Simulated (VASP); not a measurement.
# HfZr2Se4 (C2/m) in VASP: single point with r2SCAN

Aim: the single point of HfZr2Se4 with r2SCAN.

Program: VASP 6.6.1. These are calculated values, not measurements. Logs are shortened: lines on timing, memory, paths and dates and some standing lists are left out, and cuts for length are marked.

### Step 1. Starting point

It takes space group C2/m (No. 12, monoclinic). Conventional cell: a = 14.440 Å, b = 3.656 Å, c = 6.751 Å, α = 90.00°, β = 117.07°, γ = 90.00°. Zr (site symmetry m) is surrounded by 6 Se at 2.70 to 2.94 Å. Around Hf (site symmetry 2/m) lie 6 Se at 2.65 to 2.73 Å. Se (site symmetry m) has 2 Hf at 2.73 Å and 3 Zr at 2.83 to 2.94 Å as nearest neighbours. Se (site symmetry m) is surrounded by 1 Hf at 2.65 Å and 3 Zr at 2.70 to 2.71 Å.

The cell was built by a generator and needn't be a form met in nature.

### Step 2. Single point, r2SCAN

File INCAR:

```
SYSTEM = HfZr2Se4
ALGO     = Normal         ! electronic algorithm
EDIFF    = 1E-6           ! SCF threshold, eV
ENCUT    = 520            ! plane-wave cutoff, eV
ISIF     = 2              ! what is computed and relaxed
ISMEAR   = 0              ! smearing method
KPAR     = 8            
LASPH    = .TRUE.         ! aspherical terms in the spheres
LCHARG   = .FALSE.        ! write CHGCAR
LMIXTAU  = .TRUE.       
LREAL    = .FALSE.        ! projectors in reciprocal space
LWAVE    = .FALSE.        ! write WAVECAR
METAGGA  = R2SCAN         ! meta-GGA
NELM     = 150            ! most SCF steps
PREC     = Accurate       ! precision mode
SIGMA    = 0.1            ! smearing width, eV
```

File KPOINTS:

```
k-points
0
G
  8 8 6
  0 0 0
```

File POSCAR:

```
HfZr2Se4
1.0
    7.2198590000     -1.8280900000      0.0000000000
    7.2198590000      1.8280900000      0.0000000000
   -3.0718130000      0.0000000000      6.0116810000
Zr Hf Se
2 1 4
Direct
    0.2541610000      0.2541610000      0.3029270000
    0.7458390000      0.7458390000      0.6970730000
    0.0000000000      0.0000000000      0.0000000000
    0.3673620000      0.3673620000      0.0350030000
    0.6326380000      0.6326380000      0.9649970000
    0.1048450000      0.1048450000      0.4407800000
    0.8951550000      0.8951550000      0.5592200000
```

Potentials or basis: VASP PAW PBE potentials, release 64 (Zr_sv, Hf_pv, Se).

Started as:

```
$ cat potpaw_PBE.64/Zr_sv/POTCAR potpaw_PBE.64/Hf_pv/POTCAR potpaw_PBE.64/Se/POTCAR > POTCAR
$ mpirun -np 8 vasp_std > vasp.out
```

OUTCAR:

```text
SYSTEM = HfZr2Se4
   EDIFF = 1E-6
   ENCUT = 520
   ISIF = 2
   ISMEAR = 0
   LASPH = .TRUE.
   LREAL = .FALSE.
   METAGGA = R2SCAN
   NELM = 150
   PREC = Accurate

 ion  position               nearest neighbor table
   1  0.254  0.254  0.303-   7 2.70   7 2.70   6 2.71   5 2.83   5 2.83   4 2.94   2 3.28   2 3.28
                             3 3.29
   2  0.746  0.746  0.697-   6 2.70   6 2.70   7 2.71   4 2.83   4 2.83   5 2.94   1 3.28   1 3.28
                             3 3.29
   3  0.000  0.000  0.000-   6 2.65   7 2.65   5 2.73   5 2.73   4 2.73   4 2.73   1 3.29   2 3.29

   4  0.367  0.367  0.035-   3 2.73   3 2.73   2 2.83   2 2.83   1 2.94
   5  0.633  0.633  0.965-   3 2.73   3 2.73   1 2.83   1 2.83   2 2.94
   6  0.105  0.105  0.441-   3 2.65   2 2.70   2 2.70   1 2.71
   7  0.895  0.895  0.559-   3 2.65   1 2.70   1 2.70   2 2.71

  LATTYP: Found a base centered monoclinic cell.
 ALAT       =    14.4397180000
 B/A-ratio  =     0.2532030058
 C/A-ratio  =     0.4675316630
 COS(beta)  =    -0.4550142877

  Lattice vectors:

 A1 = (   7.2198590000,  -1.8280900000,   0.0000000000)
 A2 = (   7.2198590000,   1.8280900000,   0.0000000000)
 A3 = (  -3.0718130000,   0.0000000000,   6.0116810000)

Analysis of symmetry for initial positions (statically):
=====================================================================
 Subroutine PRICEL returns:
 Original cell was already a primitive cell.

 Routine SETGRP: Setting up the symmetry group for a
 base centered monoclinic supercell.

 Subroutine GETGRP returns: Found  4 space group operations
 (whereof  4 operations were pure point group operations)
 out of a pool of  4 trial point group operations.

The static configuration has the point symmetry C_2h.

Analysis of symmetry for dynamics (positions and initial velocities):
=====================================================================
 Subroutine PRICEL returns:
 Original cell was already a primitive cell.

 Routine SETGRP: Setting up the symmetry group for a
 base centered monoclinic supercell.

 Subroutine GETGRP returns: Found  4 space group operations
 (whereof  4 operations were pure point group operations)
 out of a pool of  4 trial point group operations.

The dynamic configuration has the point symmetry C_2h.

 Subroutine INISYM returns: Found  4 space group operations
 (whereof  4 operations are pure point group operations),
 and found     1 'primitive' translations

----------------------------------------------------------------------------------------

                                     Primitive cell

  volume of cell :     158.6910

  direct lattice vectors                    reciprocal lattice vectors
     7.219859000 -1.828090000  0.000000000     0.069253430 -0.273509510  0.035386706
     7.219859000  1.828090000  0.000000000     0.069253430  0.273509510  0.035386706
    -3.071813000  0.000000000  6.011681000     0.000000000  0.000000000  0.166342825

  length of vectors
     7.447702802  7.447702802  6.751025370     0.284351382  0.284351382  0.166342825

  position of ions in fractional coordinates (direct lattice)
     0.254161000  0.254161000  0.302927000
     0.745839000  0.745839000  0.697073000
     0.000000000  0.000000000  0.000000000
     0.367362000  0.367362000  0.035003000
     0.632638000  0.632638000  0.964997000
     0.104845000  0.104845000  0.440780000
     0.895155000  0.895155000  0.559220000

  ion indices of the primitive-cell ions
   primitive index   ion index
                 1           1
                 2           2
                 3           3
                 4           4
                 5           5
                 6           6
                 7           7

----------------------------------------------------------------------------------------

 KPOINTS: k-points

Automatic generation of k-mesh.
 Grid dimensions read from file:
 generate k-points for:    8    8    6

 Generating k-lattice:

  Cartesian coordinates                     Fractional coordinates (reciprocal lattice)
     0.008656679 -0.034188689  0.004423338     0.125000000  0.000000000 -0.000000000
     0.008656679  0.034188689  0.004423338     0.000000000  0.125000000 -0.000000000
     0.000000000  0.000000000  0.027723804     0.000000000  0.000000000  0.166666667

  Length of vectors
     0.035543923  0.035543923  0.027723804

  Shift w.r.t. Gamma in fractional coordinates (k-lattice)
     0.000000000  0.000000000  0.000000000

 Subroutine IBZKPT returns following result:
 ===========================================

 Found    114 irreducible k-points:

 Following reciprocal coordinates:
            Coordinates               Weight
  0.000000  0.000000  0.000000      1.000000
  0.125000  0.000000 -0.000000      4.000000
  0.250000  0.000000 -0.000000      4.000000
  0.375000  0.000000 -0.000000      4.000000
  0.500000  0.000000 -0.000000      2.000000
  0.125000  0.125000 -0.000000      2.000000
[... 16 lines left out ...]
  0.125000  0.000000  0.166667      4.000000
  0.250000  0.000000  0.166667      4.000000
 [... further k-points ...]
   k-points           NKPTS =    114   k-points in BZ     NKDIM =    114   number of bands    NBANDS=     34
   number of dos      NEDOS =    301   number of ions     NIONS =      7
   total plane-waves  NPLWV = 156800
   dimension x,y,z NGX =    56 NGY =   56 NGZ =   50
   dimension x,y,z NGXF=   112 NGYF=  112 NGZF=  100
   ions per type =               2   1   4
   NGX,Y,Z   is equivalent  to a cutoff of  12.50, 12.50, 12.31 a.u.
   NGXF,Y,Z  is equivalent  to a cutoff of  25.00, 25.00, 24.63 a.u.
 SYSTEM =  HfZr2Se4
   PREC   = accura    normal or accurate (medium, high low for compatibility)
   ISTART =      0    job   : 0-new  1-cont  2-samecut
   ICHARG =      2    charge: 1-file 2-atom 10-const
   ISPIN  =      1    spin polarized calculation?
   LNONCOLLINEAR =      F non collinear calculations
   LSORBIT =      F    spin-orbit coupling
   LASPH  =      T    aspherical Exc in radial PAW
   ENCUT  =  520.0 eV  38.22 Ry    6.18 a.u.  13.85 13.85 12.55*2*pi/ulx,y,z
   NELM   =    150;   NELMIN=  2; NELMDL= -5     # of ELM steps
   EDIFF  = 0.1E-05   stopping-criterion for ELM
   LREAL  =      F    real-space projection
   EDIFFG = 0.1E-04   stopping-criterion for IOM
   NSW    =      0    number of steps for IOM
   IBRION =     -1    ionic relax: 0-MD 1-quasi-New 2-CG
   NFREE  =      0    steps in history (QN), initial steepest desc. (CG)
   ISIF   =      2    stress and relaxation
   ISYM   =      2    0-nonsym 1-usesym 2-fastsym
   POTIM  = 0.5000    time-step for ionic-motion
   TEBEG  =    0.0;   TEEND  =   0.0 temperature during run
   PSTRESS=    0.0 pullay stress
   NELECT =      58.0000    total number of electrons
   NUPDOWN=      -1.0000    fix difference up-down
   EMIN   =  10.00;   EMAX   =-10.00  energy-range for DOS
   EFERMI =   0.00;   METHOD = LEGACY
   ISMEAR =     0;   SIGMA  =   0.10  broadening in eV -4-tet -1-fermi 0-gaus
   EFERMI_NEDOS =   21; number of points for ismear=-14 and -15
   IALGO  =     38    algorithm
   IMIX   =      4    mixing-type and parameters
     AMIX     =   0.40;   BMIX     =  1.00
     AMIX_MAG =   1.60;   BMIX_MAG =  1.00
  volume/ion in A,a.u.               =      22.67       152.99
  Fermi-wavevector in a.u.,A,eV,Ry     =   1.170487  2.211901 18.640537  1.370041
  Thomas-Fermi vector in A             =   2.306945
   LORBIT       =      0    0 simple, 1 ext, 2 COOP (PROOUT), +10 PAW based schemes
   METAGGA = R2SCAN    functional components
   LHFCALC =     F    Hartree Fock is set to
   AEXX    =    0.0000 exact exchange contribution
   IVDW    =     0    specifies the selected vdW correction
   LEPSILON=     F    determine dielectric tensor
   LRPA    =     F    only Hartree local field effects (RPA)
 non-spin polarized calculation
 Gauss-broadening in eV      SIGMA  =   0.10
  energy-cutoff  :      520.00
  volume of cell :      158.69
 maximum number of plane-waves:      4293
   NGX = 27   NGY = 27   NGZ = 25

 number of electron      58.0000000 magnetization

 Free energy of the ion-electron system (eV)
  ---------------------------------------------------
  ext. energy  EPLUGINS =         0.00000000
  ---------------------------------------------------
  free energy    TOTEN  =      -158.29728000 eV

  energy without entropy =     -158.28421806  energy(sigma->0) =     -158.29074903

 E-fermi :   6.4492     XC(G=0): -10.8464

 val. band max:        6.4458814363   @ k =  -0.3750  -0.3750   0.1667
 cond. band min:       6.4510467533   @ k =   0.5000   0.2500  -0.0000
 fundamental gap:      0.0051653170
 Fermi energy:         6.4492144464

 k-point     1 :       0.0000    0.0000    0.0000
  band No.  band energies     occupation
      1     -44.7608      2.00000
      2     -44.7194      2.00000
      3     -26.9016      2.00000
      4     -26.8870      2.00000
      5     -26.7215      2.00000
      6     -22.3086      2.00000
[... 26 lines left out ...]
     33       7.3184      0.00000
     34       8.3603      0.00000

 k-point     2 :       0.1250    0.0000   -0.0000
  band No.  band energies     occupation
      1     -44.7577      2.00000
      2     -44.7195      2.00000
      3     -26.9039      2.00000
      4     -26.9000      2.00000
      5     -26.7185      2.00000
      6     -22.3012      2.00000
[... 26 lines left out ...]
     33       7.5434      0.00000
     34       8.4405      0.00000

 k-point     3 :       0.2500    0.0000   -0.0000
  band No.  band energies     occupation
      1     -44.7495      2.00000
      2     -44.7202      2.00000
      3     -26.9446      2.00000
      4     -26.8961      2.00000
      5     -26.7115      2.00000
      6     -22.2927      2.00000
[... 26 lines left out ...]
     33       8.0265      0.00000
     34       8.3998      0.00000

 k-point     4 :       0.3750    0.0000   -0.0000
  band No.  band energies     occupation
      1     -44.7391      2.00000
      2     -44.7233      2.00000
      3     -26.9850      2.00000
      4     -26.8923      2.00000
      5     -26.7044      2.00000
      6     -22.3107      2.00000
[... 26 lines left out ...]
     33       8.2988      0.00000
     34       8.6259      0.00000

 k-point     5 :       0.5000    0.0000   -0.0000
  band No.  band energies     occupation
      1     -44.7297      2.00000
      2     -44.7296      2.00000
      3     -27.0016      2.00000
      4     -26.8907      2.00000
      5     -26.7015      2.00000
      6     -22.3281      2.00000
[... 621 lines left out ...]
 k-point    22 :       0.0000    0.0000    0.1667
  band No.  band energies     occupation
      1     -44.7606      2.00000
      2     -44.7196      2.00000
      3     -26.9016      2.00000
      4     -26.8870      2.00000
      5     -26.7214      2.00000
      6     -22.3027      2.00000
[... 26 lines left out ...]
     33       7.5991      0.00000
     34       7.9755      0.00000

 k-point    23 :       0.1250    0.0000    0.1667
  band No.  band energies     occupation
      1     -44.7575      2.00000
      2     -44.7196      2.00000
      3     -26.9039      2.00000
      4     -26.9000      2.00000
      5     -26.7184      2.00000
      6     -22.2964      2.00000
[... 26 lines left out ...]
     33       7.6376      0.00000
     34       8.0631      0.00000

 k-point    24 :       0.2500    0.0000    0.1667
  band No.  band energies     occupation
      1     -44.7494      2.00000
      2     -44.7204      2.00000
      3     -26.9446      2.00000
      4     -26.8961      2.00000
      5     -26.7114      2.00000
      6     -22.2918      2.00000
[... 26 lines left out ...]
     33       7.8173      0.00000
     34       8.3629      0.00000

 [... further k-points ...]

------------------------ aborting loop because EDIFF is reached ----------------------------------------

  FORCE on cell =-STRESS in cart. coord.  units (eV):
  Direction    XX          YY          ZZ          XY          YZ          ZX
  --------------------------------------------------------------------------------------
  -------------------------------------------------------------------------------------
  Total       -1.2932189     -0.3933949     -1.5315846      0.0000000      0.0000000     -0.1122753
  in kB      -13.0566098     -3.9717972    -15.4631996      0.0000000      0.0000000     -1.1335548
  external PRESSURE =     -10.8305355 kB  Pullay stress =       0.0000000 kB

 VOLUME and BASIS-vectors are now :
 -----------------------------------------------------------------------------
  energy-cutoff  :      520.00
  volume of cell :      158.69
      direct lattice vectors                 reciprocal lattice vectors
     7.219859000 -1.828090000  0.000000000     0.069253430 -0.273509510  0.035386706
     7.219859000  1.828090000  0.000000000     0.069253430  0.273509510  0.035386706
    -3.071813000  0.000000000  6.011681000     0.000000000  0.000000000  0.166342825

 POSITION                                       TOTAL-FORCE (eV/Angst)
 -----------------------------------------------------------------------------------
      2.73948      0.00000      1.82110        -0.002096      0.000000      0.086356
      8.62843      0.00000      4.19058         0.002096      0.000000     -0.086356
      0.00000      0.00000      0.00000        -0.000000     -0.000000      0.000000
      5.19708      0.00000      0.21043         0.125777      0.000000     -0.110461
      6.17082      0.00000      5.80125        -0.125777      0.000000      0.110461
      0.15994      0.00000      2.64983         0.075794      0.000000     -0.089795
     11.20797      0.00000      3.36185        -0.075794      0.000000      0.089795
 -----------------------------------------------------------------------------------
    total drift:                                0.000000      0.000000     -0.000000

  FREE ENERGIE OF THE ION-ELECTRON SYSTEM (eV)
  ---------------------------------------------------
  free  energy   TOTEN  =      -158.2972800012 eV

  energy  without entropy=     -158.2842180647  energy(sigma->0) =     -158.29074903
```

Run time: 14 min. Hardware: 8 MPI ranks of Intel Xeon Platinum 8488C (Sapphire Rapids), shared host; peak memory 0.84 GiB.

What came out:

```
Free energy            : -158.2973 eV
Pressure               : -1.1 GPa
Largest force          : 0.167 eV/Å
Band gap on the k mesh : none (metal or under the smearing width)
```

Forces on the atoms (eV/Å):
```
Zr  -0.002  0.000  0.086
Zr   0.002  0.000 -0.086
Hf   0.000  0.000  0.000
Se   0.126  0.000 -0.110
Se  -0.126  0.000  0.110
Se   0.076  0.000 -0.090
Se  -0.076  0.000  0.090
```

Caveat: the PAW data sets were made with another functional, which shifts forces and pressure a little. Spin-orbit coupling is left out, which matters for the levels of Hf.
